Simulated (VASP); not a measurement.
A convergence study with VASP on CaO (rock salt): one setting is varied, all else stays as given below, so the limit is that of these other settings. The cell's lengths are 1 % over those of the tabulated start and one atom is moved, so it is off equilibrium.

```yaml
crystal:
  lattice:
    - [0.00000, 2.42905, 2.42905]
    - [2.42905, 0.00000, 2.42905]
    - [2.42905, 2.42905, 0.00000]
  atoms:
    - { symbol: Ca, position: [0.00000, 0.00000, 0.00000] }
    - { symbol: O, position: [0.48753, 0.51247, 0.51247] }
```

All values below come from LDA (Ceperley-Alder, Perdew-Zunger), VASP's LDA PAW potentials (set 64) (plane waves; VASP 6.6.1). The tightest run used: 1000 eV cut-off, 11×11×11 Γ-centred mesh, Gaussian smearing of 0.050 eV, potentials Ca_sv O.

Gaps are read on the run's mesh, which can miss a band edge.

| setting | E (eV/atom) | pressure (GPa) | gap on the mesh (eV) | plane waves |
|---|---|---|---|---|
| ENCUT = 250 | -7.2506 | -64.20 | 3.640 | 271 |
| ENCUT = 350 | -7.1004 | -19.36 | 3.531 | 440 |
| ENCUT = 450 | -7.0746 | -9.86 | 3.524 | 632 |

Q: These are the cheaper rows. Estimate the results at ENCUT = 1000, and how far the last row shown lies from them.

A: 
```csv
quantity,tightest run,last row shown is off by
E (eV/atom),-7.0759,0.0012
pressure (GPa),-8.95,-0.90
gap on the mesh (eV),3.525,-0.001
```

Left out are rungs that failed or repeat a setting and relaxations that didn't move; long series are thinned to 24 rows.

The compound is CaO in the rock salt structure. The cell was not relaxed at this level, it is distorted from the ideal structure.
